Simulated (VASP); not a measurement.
Output of a VASP run:

OSZICAR:
```
...
RMM:   6    -0.586747369861E+03   -0.27406E-05   -0.36978E-05   230   0.146E-02
   9 F= -.58674737E+03 E0= -.58674737E+03  d E =-.129950E-01
       N       E                     dE             d eps       ncg     rms          rms(c)
DAV:   1    -0.586748148156E+03   -0.78104E-03   -0.12121E-01   356   0.100E+00    0.108E-01
RMM:   2    -0.586748289908E+03   -0.14175E-03   -0.19784E-03   322   0.126E-01    0.442E-02
RMM:   3    -0.586748298799E+03   -0.88910E-05   -0.30486E-04   325   0.449E-02    0.213E-02
RMM:   4    -0.586748300182E+03   -0.13836E-05   -0.52303E-05   265   0.174E-02
  10 F= -.58674830E+03 E0= -.58674830E+03  d E =-.139253E-01
       N       E                     dE             d eps       ncg     rms          rms(c)
DAV:   1    -0.586751360065E+03   -0.30613E-02   -0.78011E-01   348   0.255E+00    0.300E-01
RMM:   2    -0.586752320452E+03   -0.96039E-03   -0.13450E-02   322   0.316E-01    0.123E-01
RMM:   3    -0.586752446823E+03   -0.12637E-03   -0.24222E-03   325   0.121E-01    0.544E-02
RMM:   4    -0.586752472031E+03   -0.25209E-04   -0.41717E-04   340   0.466E-02    0.238E-02
RMM:   5    -0.586752475740E+03   -0.37082E-05   -0.53119E-05   245   0.177E-02
  11 F= -.58675248E+03 E0= -.58675248E+03  d E =-.417556E-02
       N       E                     dE             d eps       ncg     rms          rms(c)
DAV:   1    -0.586752529957E+03   -0.57925E-04   -0.11317E-02   364   0.308E-01    0.365E-02
RMM:   2    -0.586752542661E+03   -0.12704E-04   -0.18401E-04   322   0.367E-02    0.151E-02
RMM:   3    -0.586752544059E+03   -0.13974E-05   -0.32815E-05   227   0.139E-02    0.579E-03
RMM:   4    -0.586752544293E+03   -0.23460E-06   -0.44937E-06   189   0.506E-03
  12 F= -.58675254E+03 E0= -.58675254E+03  d E =-.424411E-02
       N       E                     dE             d eps       ncg     rms          rms(c)
DAV:   1    -0.586753487707E+03   -0.94365E-03   -0.28415E-01   340   0.153E+00    0.128E-01
RMM:   2    -0.586753757537E+03   -0.26983E-03   -0.39498E-03   322   0.177E-01    0.624E-02
RMM:   3    -0.586753781288E+03   -0.23751E-04   -0.74827E-04   325   0.665E-02    0.283E-02
RMM:   4    -0.586753792075E+03   -0.10787E-04   -0.14355E-04   337   0.266E-02    0.143E-02
RMM:   5    -0.586753793677E+03   -0.16019E-05   -0.19519E-05   203   0.105E-02
  13 F= -.58675379E+03 E0= -.58675379E+03  d E =-.124938E-02
       N       E                     dE             d eps       ncg     rms          rms(c)
DAV:   1    -0.586753829525E+03   -0.37451E-04   -0.74692E-03   356   0.249E-01    0.212E-02
RMM:   2    -0.586753836106E+03   -0.65808E-05   -0.99167E-05   322   0.282E-02    0.995E-03
RMM:   3    -0.586753836477E+03   -0.37099E-06   -0.17942E-05   191   0.104E-02    0.431E-03
RMM:   4    -0.586753836650E+03   -0.17261E-06   -0.28052E-06   182   0.385E-03
  14 F= -.58675384E+03 E0= -.58675384E+03  d E =-.129236E-02
       N       E                     dE             d eps       ncg     rms          rms(c)
DAV:   1    -0.586754031222E+03   -0.19474E-03   -0.58103E-02   340   0.689E-01    0.571E-02
RMM:   2    -0.586754092540E+03   -0.61318E-04   -0.85402E-04   322   0.827E-02    0.279E-02
RMM:   3    -0.586754097426E+03   -0.48855E-05   -0.14365E-04   325   0.300E-02    0.138E-02
RMM:   4    -0.586754098295E+03   -0.86898E-06   -0.25582E-05   214   0.117E-02
  15 F= -.58675410E+03 E0= -.58675410E+03  d E =-.261645E-03
```

**OUTCAR**
```
------------------------ aborting loop because EDIFF is reached ----------------------------------------
  FORCE on cell =-STRESS in cart. coord.  units (eV):
  Direction    XX          YY          ZZ          XY          YZ          ZX
  --------------------------------------------------------------------------------------
  Total      -12.7216000    -12.7199828    -12.7192428      0.0029113      0.0004761      0.0051877
  in kB      -55.8421421    -55.8350430    -55.8317949      0.0127795      0.0020900      0.0227718
  external PRESSURE =     -55.8363267 kB  Pullay stress =       0.0000000 kB
  volume of cell :      365.00
      direct lattice vectors                 reciprocal lattice vectors
     7.146555159  0.000000000  0.000000000     0.139927556  0.000000000  0.000000000
     0.000000000  7.146555159  0.000000000     0.000000000  0.139927556  0.000000000
     0.000000000  0.000000000  7.146555159     0.000000000  0.000000000  0.139927556
 POSITION                                       TOTAL-FORCE (eV/Angst)
 -----------------------------------------------------------------------------------
      3.57255      0.00125      0.00120         0.007452      0.006945      0.004257
      4.46897      0.88297      0.88306        -0.003608     -0.008550     -0.010402
      5.36322      1.78391      7.14594        -0.006422      0.001151      0.006120
      6.26416      2.67792      0.88296         0.009661      0.011713     -0.007903
      5.36326      7.14596      1.78404         0.000644      0.008001      0.000516
      6.26438      0.88269      2.67839         0.005594     -0.002898      0.000004
      7.14602      0.00135      0.00108         0.000617     -0.001562      0.000533
      0.89167      0.89349      0.89338         0.009055      0.003468      0.006268
      1.78225      1.78415      0.00278        -0.002236     -0.007352      0.003025
      2.67797      2.67950      0.88547        -0.004039      0.008125     -0.002085
      3.57268      3.57468      0.00129         0.001629     -0.011588      0.000588
      4.46751      4.46919      0.88548         0.005671      0.007835     -0.002639
      5.36334      5.36513      0.00299        -0.007091     -0.008008     -0.000872
      6.25392      6.25569      0.89348        -0.007402     -0.011105      0.000507
      1.78226      0.00288      1.78415         0.001232      0.002504     -0.005359
      2.67797      0.88551      2.67992        -0.002730     -0.006347     -0.007462
      3.56709      1.76007      1.76015         0.005861     -0.002682     -0.000222
      4.55259      2.59442      2.59460         0.002256      0.003701      0.000891
      5.38714      3.58006      1.75998        -0.003477     -0.015260      0.001204
      6.26173      4.46894      2.67944        -0.000784      0.011794      0.004557
      3.57273      0.00101      3.57454         0.000208      0.001815     -0.004281
      4.46747      0.88522      4.46909         0.004064      0.002373      0.011891
      5.38710      1.75981      3.58016        -0.000213      0.004168     -0.011742
      6.26163      2.67963      4.46910        -0.000807     -0.001454      0.004094
      5.36327      0.00271      5.36495        -0.007322      0.000943     -0.005422
      6.25364      0.89350      6.25525        -0.001941     -0.002304      0.000506
      7.14589      3.57443      0.00109        -0.004767     -0.010485      0.006379
      0.88099      4.47031      0.88285        -0.004066      0.016041     -0.006840
      1.78197      5.36500      7.14595         0.008441     -0.003515      0.010937
      2.67654      6.26628      0.88272        -0.006937     -0.004727      0.002529
      0.00124      1.78397      1.78414        -0.006033     -0.005527     -0.003930
      0.88373      2.67949      2.67956         0.000799      0.003070      0.005092
      1.75817      3.56883      1.75993         0.003648     -0.001852     -0.001046
      2.59277      4.55434      2.59405         0.001266     -0.000129      0.012150
      3.57828      5.38891      1.75985        -0.002813      0.000138     -0.000131
      4.46756      6.26349      2.67954        -0.002465     -0.003634     -0.000168
      7.14619      0.00086      3.57460        -0.005600      0.006101     -0.007035
      0.88117      0.88277      4.47063        -0.006907     -0.007185      0.004699
      1.75834      1.75995      3.56906        -0.001938      0.001188     -0.000623
      2.59281      2.59440      4.55447        -0.001613      0.006419     -0.000225
      4.55271      4.55467      4.55471        -0.009608     -0.011283     -0.015334
      5.38704      5.38872      3.56862         0.003446      0.000985      0.011652
      6.26436      6.26581      4.47050         0.004830      0.001974      0.007801
      1.78227      7.14589      5.36494        -0.001528      0.007949     -0.001481
      2.67645      0.88290      6.26606         0.000355     -0.003214      0.001083
      3.57829      1.76007      5.38887        -0.003797     -0.006965     -0.002834
      4.46735      2.67951      6.26341         0.005455      0.008266      0.003824
      5.38698      3.56896      5.38880         0.002074     -0.002252      0.002559
      6.26419      4.47048      6.26614         0.006911      0.008630      0.000724
      7.14431      5.36493      1.78398         0.002341     -0.004229     -0.000414
      0.88115      6.26604      2.67816         0.000588     -0.003857      0.008006
      7.14599      3.57439      3.57440        -0.000034     -0.007633     -0.005882
      0.88375      4.46887      4.46898         0.000913      0.010580      0.014494
      1.75855      5.38860      3.58005        -0.008522      0.004451     -0.012627
      2.67788      6.26335      4.46931         0.003527      0.001533      0.002816
      7.14403      1.78390      5.36474         0.009446      0.004031      0.002797
...
```
(Selected blocks of OUTCAR.)

POSCAR:
```
C63S
1
    7.1465551590    -0.0000000000    -0.0000000000
   -0.0000000000     7.1465551590     0.0000000000
    0.0000000000     0.0000000000     7.1465551590
C S
63 1
Direct
  0.5000000000   0.0000000000   0.0000000000
  0.6250000000   0.1250000000   0.1250000000
  0.7500000000   0.2500000000   0.0000000000
  0.8750000000   0.3750000000   0.1250000000
  0.7500000000   0.0000000000   0.2500000000
  0.8750000000   0.1250000000   0.3750000000
  0.0000000000   0.0000000000   0.0000000000
  0.1250000000   0.1250000000   0.1250000000
  0.2500000000   0.2500000000   0.0000000000
  0.3779220000   0.3813560000   0.1264290000
  0.5000000000   0.5000000000   0.0000000000
  0.6221630000   0.6256250000   0.1314910000
  0.7500000000   0.7500000000   0.0000000000
  0.8750000000   0.8750000000   0.1250000000
  0.2500000000   0.0000000000   0.2500000000
  0.3722660000   0.1199380000   0.3816600000
  0.4931090000   0.2555290000   0.2479560000
  0.6309860000   0.3736050000   0.3745580000
  0.7492630000   0.5057250000   0.2519950000
  0.8713530000   0.6274720000   0.3740070000
  0.5000000000   0.0000000000   0.5000000000
  0.6295120000   0.1269340000   0.6319690000
  0.7503770000   0.2464250000   0.4933900000
  0.8776730000   0.3721460000   0.6287850000
  0.7500000000   0.0000000000   0.7500000000
  0.8750000000   0.1250000000   0.8750000000
  0.0000000000   0.5000000000   0.0000000000
  0.1250000000   0.6250000000   0.1250000000
  0.2500000000   0.7500000000   0.0000000000
  0.3750000000   0.8750000000   0.1250000000
  0.0000000000   0.2500000000   0.2500000000
  0.1212510000   0.3791190000   0.3726260000
  0.2433690000   0.5065190000   0.2562790000
  0.3802810000   0.6278250000   0.3704390000
  0.5042690000   0.7484150000   0.2529620000
  0.6220480000   0.8693390000   0.3773430000
  0.0000000000   0.0000000000   0.5000000000
  0.1250000000   0.1250000000   0.6250000000
  0.2495390000   0.2448110000   0.5005920000
  0.3705330000   0.3737420000   0.6271410000
  0.6186640000   0.6244080000   0.6195910000
  0.7523380000   0.7452300000   0.5037010000
  0.8750000000   0.8750000000   0.6250000000
  0.2500000000   0.0000000000   0.7500000000
  0.3750000000   0.1250000000   0.8750000000
  0.5019090000   0.2463970000   0.7538920000
  0.6189840000   0.3787420000   0.8740960000
  0.7565560000   0.5038140000   0.7477110000
  0.8750000000   0.6250000000   0.8750000000
  0.0000000000   0.7500000000   0.2500000000
  0.1250000000   0.8750000000   0.3750000000
  0.0000000000   0.5000000000   0.5000000000
  0.1307270000   0.6186550000   0.6258810000
  0.2560990000   0.7446800000   0.4998990000
  0.3782160000   0.8804740000   0.6181030000
  0.0000000000   0.2500000000   0.7500000000
  0.1250000000   0.3750000000   0.8750000000
  0.2474290000   0.5018490000   0.7459890000
  0.3752290000   0.6266760000   0.8710870000
  0.4985890000   0.7533980000   0.7478150000
  0.6250000000   0.8750000000   0.8750000000
  0.0000000000   0.7500000000   0.7500000000
  0.1250000000   0.8750000000   0.8750000000
  0.4941840000   0.5012280000   0.5031820000
```

Write an INCAR and KPOINTS that could have produced this output.

Several could match; the one computed here: the input of the run itself, PBE GGA, plane waves, VASP's PBE PAW potentials (set 64).

### INCAR
```
SYSTEM  =  C63S
PREC  =  Normal; ENCUT  =  400; LREAL  =  Auto
LASPH  =  .TRUE.; ISYM  =  0; NELECT  =  256.0
EDIFF  =  1E-5; NELM  =  100; NELMIN  =  4
ALGO  =  Fast
ISMEAR  =  0; SIGMA  =  0.05
GGA  =  PE
IBRION  =  2; NSW  =  60; ISIF  =  2
EDIFFG  =  -0.03
LWAVE  =  .FALSE.; LCHARG  =  .FALSE.
```

File KPOINTS:
```
Automatic mesh
0
Gamma
1 1 1
0 0 0
```

POTCAR, in this order: C S (PBE.64 set). Program: vasp_gam.

At this cut-off the stress carries a Pulay error, which pulls relaxed volumes low. The cell is charged, with a uniform compensating background. The supercell is sampled at Γ alone, which is coarse: total energies, pressure and levels can be off, energies of defects by several tenths of an eV.

The cell is a supercell with a defect, built from C (diamond): S_C, charge +2. The run is not spin-polarised, so no state with unpaired spins was tried.
